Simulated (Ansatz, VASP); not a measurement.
# TlBr3: VASP beside Ansatz

One calculation is typed for both programs; each brings its own data sets. How far apart do they land? The cell is generated by rule, not measured, and may not be a known phase. The cell is taken from a series of runs on this material, whose earlier steps may have relaxed, scaled, displaced or heated it; both programs get it as it stands.

Method: plane waves, with VASP 6.6.1 beside it; zone-centre phonons at PBEsol, in Ansatz 0.2.0.

The structure was built from a prototype and need not be the compound's stable phase.

### 1. The structure

It takes space group Pm-3m (No. 221, cubic). The conventional cell has a = 5.518 Å, b = 5.518 Å, c = 5.518 Å, α = 90.00°, β = 90.00°, γ = 90.00°. Tl has 6 Br at 2.76 Å nearest. Br has 2 Tl at 2.76 Å nearest. Farther neighbours and most contacts between anions are not listed.

### 2. VASP: zone-centre phonons, PBEsol

Second derivatives magnify differences that forces hide, and they need a tight electronic threshold.

Lines of VASP's logs that name or quote its potential files are left out, and so is its time.

The input, INCAR:

```
SYSTEM = TlBr3
PREC = Accurate
ENCUT = 500
EDIFF = 1E-08
NELM = 120
ISMEAR = 1
SIGMA = 0.2
LREAL = .FALSE.
ALGO = Normal
GGA = PS
NBANDS = 23
LORBIT = 11
LWAVE = .FALSE.
LCHARG = .FALSE.
ISIF = 2
IBRION = 8
LASPH = .TRUE.
GGA_COMPAT = .FALSE.
KPAR = 2
```

The input, POSCAR:

```
TlBr3
1.0
    5.5180850399      0.0000000000      0.0000000000
    0.0000000000      5.5180850399      0.0000000000
    0.0000000000      0.0000000000      5.5180850399
Tl Br
1 3
Direct
    0.0000000000      0.0000000000      0.0000000000
    0.5000000000      0.0000000000      0.0000000000
    0.0000000000      0.5000000000      0.0000000000
    0.0000000000      0.0000000000      0.5000000000
```

The input, KPOINTS:

```
Automatic mesh
0
Gamma
8 8 8
0 0 0
```

Potentials, in the order of the species: Tl_d and Br (PBE family, release 64).

Run with:

```sh
> mpirun -np 2 vasp_std
```

Numbers of over 12 decimals in the logs are rounded to 6 here.

What it wrote:

```text
[banner, memory and clock lines left out]
running    2 mpi-ranks, on    1 nodes
 distrk:  each k-point on    1 cores,    2 groups
 distr:  one band on    1 cores,    1 groups

 POSCAR found type information on POSCAR TlBr
 POSCAR found :  2 types and       4 ions
|                                                                             |
|               ----> ADVICE to this user running VASP <----                  |
|                                                                             |
|     You enforced a specific xc type in the INCAR file but a different       |
|     [... a line on the potential file left out ...]
|     I HOPE YOU KNOW WHAT YOU ARE DOING!                                     |
|                                                                             |

 LDA part: xc-table for (Slater+PW92), standard interpolation
 POSCAR, INCAR and KPOINTS ok, starting setup
 FFT: planning ... GRIDC
 FFT: planning ... GRID_SOFT
 FFT: planning ... GRID
 WAVECAR not read
 entering main loop
       N       E                     dE             d eps       ncg     rms          rms(c)
DAV:   1     0.215117364111E+03    0.21512E+03   -0.14199E+04  1610   0.117E+03
DAV:   2     0.607721996002E+01   -0.20904E+03   -0.20310E+03  2106   0.240E+02
DAV:   3    -0.972704232675E+01   -0.15804E+02   -0.15690E+02  1897   0.637E+01
DAV:   4    -0.992151085082E+01   -0.19447E+00   -0.19422E+00  2016   0.822E+00
DAV:   5    -0.992446251859E+01   -0.29517E-02   -0.29514E-02  1976   0.103E+00    0.912E+00
DAV:   6    -0.932396197782E+01    0.60050E+00   -0.83289E-01  1890   0.721E+00    0.695E+00
DAV:   7    -0.926369042321E+01    0.60272E-01   -0.33675E-01  1967   0.373E+00    0.261E+00
DAV:   8    -0.925710679481E+01    0.65836E-02   -0.84048E-02  1806   0.226E+00    0.325E-01
DAV:   9    -0.925504022174E+01    0.20666E-02   -0.62740E-03  1932   0.734E-01    0.121E-01
DAV:  10    -0.925515447681E+01   -0.11426E-03   -0.74958E-04  1967   0.183E-01    0.597E-02
DAV:  11    -0.925508873577E+01    0.65741E-04   -0.25415E-04  1855   0.132E-01    0.115E-02
DAV:  12    -0.925509230958E+01   -0.35738E-05   -0.29562E-05  1785   0.324E-02    0.147E-02
DAV:  13    -0.925509199114E+01    0.31844E-06   -0.36064E-07  2449   0.389E-03    0.966E-03
DAV:  14    -0.925509100104E+01    0.99010E-06   -0.33514E-06  1708   0.149E-02    0.359E-03
DAV:  15    -0.925509101304E+01   -0.12001E-07   -0.29578E-07  2058   0.296E-03    0.338E-03
DAV:  16    -0.925509098869E+01    0.24352E-07   -0.10401E-07  1736   0.209E-03    0.383E-03
DAV:  17    -0.925509100293E+01   -0.14241E-07   -0.27808E-08  1512   0.110E-03    0.119E-03
DAV:  18    -0.925509100635E+01   -0.34242E-08   -0.26825E-09  1323   0.285E-04
   1 F= -.92550910E+01 E0= -.92544148E+01  d E =-.202874E-02
 Linear response reoptimize wavefunctions to high precision
DAV:   1    -0.925509100799E+01   -0.16444E-08   -0.44240E-10  1323   0.121E-04
DAV:   2    -0.925509100796E+01    0.38199E-10   -0.65525E-11  1036   0.478E-05
 Linear response DOF=           3
 Linear response progress:
  Degree of freedom:   1/  3
       N       E                     dE             d eps       ncg     rms          rms(c)
RMM:   1    -0.345950150159E+00   -0.34595E+00   -0.18640E-01  5586   0.331E+00
RMM:   2    -0.346078773033E+00   -0.12862E-03   -0.46427E-03  5403   0.434E-01    0.139E-01
RMM:   3    -0.345590239459E+00    0.48853E-03   -0.13344E-04  5921   0.684E-02    0.777E-02
RMM:   4    -0.344975840468E+00    0.61440E-03   -0.25078E-05  6023   0.303E-02    0.986E-03
RMM:   5    -0.344924040423E+00    0.51800E-04   -0.99945E-07  6136   0.597E-03    0.335E-03
RMM:   6    -0.344956006797E+00   -0.31966E-04   -0.19781E-07  5835   0.247E-03    0.318E-04
RMM:   7    -0.344959967792E+00   -0.39610E-05   -0.23839E-08  5941   0.578E-04    0.137E-04
RMM:   8    -0.344958994058E+00    0.97373E-06   -0.11900E-08  6115   0.288E-04    0.798E-05
RMM:   9    -0.344959445811E+00   -0.45175E-06   -0.12445E-08  5721   0.178E-04    0.391E-05
RMM:  10    -0.344959287201E+00    0.15861E-06   -0.12957E-08  6345   0.670E-05    0.842E-06
RMM:  11    -0.344959275813E+00    0.11388E-07   -0.11420E-08  6400   0.409E-05    0.463E-06
RMM:  12    -0.344959295059E+00   -0.19246E-07   -0.98068E-09  6422   0.349E-05    0.174E-06
RMM:  13    -0.344959298629E+00   -0.35695E-08   -0.71430E-09  5931   0.317E-05    0.385E-07
 first order change of Fermi-energy   0.10335E-03
 force on displaced ion       1 direction 1 :  -2.313   0.000  -0.000
 Linear response progress:
  Degree of freedom:   2/  3
       N       E                     dE             d eps       ncg     rms          rms(c)
RMM:   2    -0.146079977318E+00    0.13200E-02   -0.34477E-03  5306   0.281E-01    0.155E-01
RMM:   3    -0.146452712930E+00   -0.37274E-03   -0.34845E-04  5300   0.773E-02    0.792E-02
RMM:   4    -0.146767960637E+00   -0.31525E-03   -0.12071E-04  5530   0.405E-02    0.181E-02
RMM:   5    -0.146742676711E+00    0.25284E-04   -0.73609E-06  5707   0.135E-02    0.234E-03
RMM:   6    -0.146747846315E+00   -0.51696E-05   -0.26114E-07  5939   0.242E-03    0.123E-03
RMM:   7    -0.146745916477E+00    0.19298E-05   -0.84142E-09  5847   0.116E-03    0.301E-04
RMM:   8    -0.146746348316E+00   -0.43184E-06    0.14957E-08  6035   0.265E-04    0.157E-04
RMM:   9    -0.146747805967E+00   -0.14577E-05    0.23987E-08  5686   0.189E-04    0.383E-05
RMM:  10    -0.146747814374E+00   -0.84073E-08    0.24390E-08  6058   0.642E-05    0.934E-06
 first order change of Fermi-energy  -0.37811E-03
 force on displaced ion       2 direction 1 :  -4.912   0.000  -0.000
 Linear response progress:
  Degree of freedom:   3/  3
       N       E                     dE             d eps       ncg     rms          rms(c)
RMM:   1    -0.150061730787E+00   -0.15006E+00    0.50203E-02 11054   0.143E+00
RMM:   2    -0.148381052783E+00    0.16807E-02   -0.34875E-03  9069   0.247E-01    0.439E-02
RMM:   3    -0.148478284931E+00   -0.97232E-04   -0.73268E-05  9694   0.353E-02    0.264E-02
RMM:   4    -0.148616157824E+00   -0.13787E-03   -0.76119E-06  9785   0.133E-02    0.269E-03
RMM:   5    -0.148629204270E+00   -0.13046E-04   -0.23285E-07  9913   0.196E-03    0.134E-03
RMM:   6    -0.148631826117E+00   -0.26218E-05   -0.63382E-08  9035   0.978E-04    0.323E-04
RMM:   7    -0.148631938004E+00   -0.11189E-06   -0.35358E-08  9914   0.490E-04    0.199E-04
RMM:   8    -0.148630963183E+00    0.97482E-06   -0.21555E-08  9533   0.197E-04    0.436E-05
RMM:   9    -0.148631123800E+00   -0.16062E-06   -0.16105E-08  9756   0.117E-04    0.347E-05
RMM:  10    -0.148631240496E+00   -0.11670E-06   -0.12393E-08  9868   0.674E-05    0.378E-06
RMM:  11    -0.148631219031E+00    0.21465E-07   -0.14189E-08  9735   0.374E-05    0.206E-06
RMM:  12    -0.148631207158E+00    0.11872E-07   -0.76388E-09  9147   0.355E-05    0.662E-07
RMM:  13    -0.148631204430E+00    0.27289E-08   -0.10130E-08  7644   0.339E-05    0.555E-07
 first order change of Fermi-energy   0.40706E-04
 force on displaced ion       2 direction 2 :   0.000   0.265   0.000
 Linear response finished
```

Parts of OUTCAR (step 2):

```text
ion  position               nearest neighbor table
   1  0.000  0.000  0.000-   2 2.76   3 2.76   4 2.76   4 2.76   3 2.76   2 2.76
   2  0.500  0.000  0.000-   1 2.76   1 2.76
   3  0.000  0.500  0.000-   1 2.76   1 2.76
   4  0.000  0.000  0.500-   1 2.76   1 2.76

  LATTYP: Found a simple cubic cell.
 ALAT       =     5.5180850399

 Subroutine GETGRP returns: Found 48 space group operations
 (whereof 48 operations were pure point group operations)

The static configuration has the point symmetry O_h .

 Found     35 irreducible k-points:

   k-points           NKPTS =     35   k-points in BZ     NKDIM =     35   number of bands    NBANDS=     23

   dimension x,y,z NGX =    40 NGY =   40 NGZ =   40
   dimension x,y,z NGXF=    80 NGYF=   80 NGZF=   80

   ENCUT  =  500.0 eV  36.75 Ry    6.06 a.u.  10.06 10.06 10.06*2*pi/ulx,y,z

   NELECT =      34.0000    total number of electrons

 k-points in reciprocal lattice and weights: Automatic mesh
   0.00000000  0.00000000  0.00000000       0.002
   0.12500000  0.00000000  0.00000000       0.012
   0.25000000  0.00000000  0.00000000       0.012
   0.37500000  0.00000000  0.00000000       0.012
   0.50000000  0.00000000  0.00000000       0.006
   0.12500000  0.12500000  0.00000000       0.023
   0.25000000  0.12500000  0.00000000       0.047
   0.37500000  0.12500000  0.00000000       0.047
   0.50000000  0.12500000  0.00000000       0.023
[...]
0.50000000  0.50000000  0.37500000       0.012
   0.50000000  0.50000000  0.50000000       0.002

 average (electrostatic) potential at core
       1 -89.9095       2 -65.7058       3 -65.7058       4 -65.7058

  Total       -0.0632754     -0.0632754     -0.0632754      0.0000000      0.0000000     -0.0000000
  in kB       -0.6033648     -0.6033648     -0.6033648      0.0000000      0.0000000     -0.0000000
  external PRESSURE =      -0.6033648 kB  Pullay stress =       0.0000000 kB

  energy-cutoff  :      500.00
  volume of cell :      168.02
      direct lattice vectors                 reciprocal lattice vectors
     5.518085040  0.000000000  0.000000000     0.181222289  0.000000000  0.000000000
     0.000000000  5.518085040  0.000000000     0.000000000  0.181222289  0.000000000
     0.000000000  0.000000000  5.518085040     0.000000000  0.000000000  0.181222289

 POSITION                                       TOTAL-FORCE (eV/Angst)
 -----------------------------------------------------------------------------------
      0.00000      0.00000      0.00000         0.000000      0.000000      0.000000
      2.75904      0.00000      0.00000         0.000000      0.000000      0.000000
      0.00000      2.75904      0.00000         0.000000      0.000000      0.000000
      0.00000      0.00000      2.75904         0.000000      0.000000      0.000000
 -----------------------------------------------------------------------------------
    total drift:                                0.000000     -0.000000     -0.000000

 Eigenvectors and eigenvalues of the dynamical matrix
 ----------------------------------------------------

   1 f  =    4.353968 THz    27.356786 2PiTHz  145.232729 cm-1    18.006555 meV
             X         Y         Z           dx          dy          dz
      0.000000  0.000000  0.000000     0.014487    0.428356   -0.000000
      2.759043  0.000000  0.000000    -0.030143    0.102334    0.000000
      0.000000  2.759043  0.000000     0.003461   -0.891305   -0.000000
      0.000000  0.000000  2.759043     0.003461    0.102334   -0.000000

   2 f  =    4.353968 THz    27.356786 2PiTHz  145.232729 cm-1    18.006555 meV
             X         Y         Z           dx          dy          dz
      0.000000  0.000000  0.000000     0.000000    0.000000   -0.428601
      2.759043  0.000000  0.000000    -0.000000    0.000000   -0.102393
      0.000000  2.759043  0.000000     0.000000   -0.000000   -0.102393
      0.000000  0.000000  2.759043     0.000000    0.000000    0.891814

   3 f  =    4.353968 THz    27.356786 2PiTHz  145.232729 cm-1    18.006555 meV
             X         Y         Z           dx          dy          dz
      0.000000  0.000000  0.000000    -0.428356    0.014487   -0.000000
      2.759043  0.000000  0.000000     0.891305    0.003461   -0.000000
      0.000000  2.759043  0.000000    -0.102334   -0.030143    0.000000
      0.000000  0.000000  2.759043    -0.102334    0.003461   -0.000000

   4 f  =    0.011131 THz     0.069936 2PiTHz    0.371277 cm-1     0.046032 meV
             X         Y         Z           dx          dy          dz
      0.000000  0.000000  0.000000     0.036291    0.069432   -0.669209
      2.759043  0.000000  0.000000     0.022745    0.044185   -0.425872
      0.000000  2.759043  0.000000     0.023095    0.043515   -0.425872
      0.000000  0.000000  2.759043     0.023095    0.044185   -0.419410

   5 f  =    0.011131 THz     0.069936 2PiTHz    0.371277 cm-1     0.046032 meV
             X         Y         Z           dx          dy          dz
      0.000000  0.000000  0.000000     0.423106    0.518717    0.076763
      2.759043  0.000000  0.000000     0.265172    0.330101    0.048851
      0.000000  2.759043  0.000000     0.269257    0.325093    0.048851
      0.000000  0.000000  2.759043     0.269257    0.330101    0.048110

   6 f  =    0.011131 THz     0.069936 2PiTHz    0.371277 cm-1     0.046032 meV
             X         Y         Z           dx          dy          dz
      0.000000  0.000000  0.000000    -0.523109    0.424371    0.015662
      2.759043  0.000000  0.000000    -0.327845    0.270062    0.009967
      0.000000  2.759043  0.000000    -0.332896    0.265964    0.009967
      0.000000  0.000000  2.759043    -0.332896    0.270062    0.009815

   7 f/i=    0.899006 THz     5.648622 2PiTHz   29.987616 cm-1     3.717989 meV
             X         Y         Z           dx          dy          dz
      0.000000  0.000000  0.000000    -0.000000   -0.000000    0.000000
      2.759043  0.000000  0.000000    -0.000000   -0.450369   -0.317309
      0.000000  2.759043  0.000000    -0.443263   -0.000000    0.317309
      0.000000  0.000000  2.759043     0.443263    0.450369    0.000000

   8 f/i=    0.899006 THz     5.648622 2PiTHz   29.987616 cm-1     3.717989 meV
             X         Y         Z           dx          dy          dz
      0.000000  0.000000  0.000000     0.000000   -0.000000   -0.000000
      2.759043  0.000000  0.000000     0.000000    0.320193   -0.619314
      0.000000  2.759043  0.000000     0.118010   -0.000000    0.619314
      0.000000  0.000000  2.759043    -0.118010   -0.320193   -0.000000

   9 f/i=    0.899006 THz     5.648622 2PiTHz   29.987616 cm-1     3.717989 meV
             X         Y         Z           dx          dy          dz
      0.000000  0.000000  0.000000     0.000000   -0.000000   -0.000000
      2.759043  0.000000  0.000000     0.000000   -0.441185   -0.125557
      0.000000  2.759043  0.000000     0.538137   -0.000000    0.125557
      0.000000  0.000000  2.759043    -0.538137    0.441185    0.000000

  10 f/i=    1.406054 THz     8.834497 2PiTHz   46.900909 cm-1     5.814969 meV
             X         Y         Z           dx          dy          dz
      0.000000  0.000000  0.000000     0.532831   -0.278675   -0.027454
      2.759043  0.000000  0.000000     0.143696    0.255960    0.025216
      0.000000  2.759043  0.000000    -0.489399   -0.075154    0.025216
      0.000000  0.000000  2.759043    -0.489399    0.255960   -0.007404

  11 f/i=    1.406054 THz     8.834497 2PiTHz   46.900909 cm-1     5.814969 meV
             X         Y         Z           dx          dy          dz
      0.000000  0.000000  0.000000    -0.278965   -0.533386   -0.000005
      2.759043  0.000000  0.000000    -0.075232    0.489909    0.000005
      0.000000  2.759043  0.000000     0.256227   -0.143846    0.000005
      0.000000  0.000000  2.759043     0.256227    0.489909   -0.000001

  12 f/i=    1.406054 THz     8.834497 2PiTHz   46.900909 cm-1     5.814969 meV
             X         Y         Z           dx          dy          dz
      0.000000  0.000000  0.000000     0.024325   -0.012728    0.601306
      2.759043  0.000000  0.000000     0.006560    0.011691   -0.552293
      0.000000  2.759043  0.000000    -0.022342   -0.003433   -0.552293
      0.000000  0.000000  2.759043    -0.022342    0.011691    0.162162

 ELASTIC MODULI CONTR FROM IONIC RELAXATION (kBar)
 Direction    XX          YY          ZZ          XY          YZ          ZX
 --------------------------------------------------------------------------------
 XX           0.0000      0.0000      0.0000      0.0000      0.0000      0.0000
 YY           0.0000      0.0000      0.0000      0.0000      0.0000      0.0000
 ZZ           0.0000      0.0000      0.0000      0.0000      0.0000      0.0000
 XY           0.0000      0.0000      0.0000      0.0000      0.0000      0.0000
 YZ           0.0000      0.0000      0.0000      0.0000      0.0000      0.0000
 ZX           0.0000      0.0000      0.0000      0.0000      0.0000      0.0000
 --------------------------------------------------------------------------------
```

(Part 1 of 2 ends here.)

[Lines on the potential files, build, host, timing and source positions are cut from VASP's logs without a mark.]

[Logs are printed without paths, hosts, clocks, repeated set-up lines and the standing remarks that a program may print on its own settings, such as how far it seeks lower states.]

[Hosts, paths, dates, database ids (printed as entryN), source tags and the programs' standing remarks are cut or masked in the printed files.]
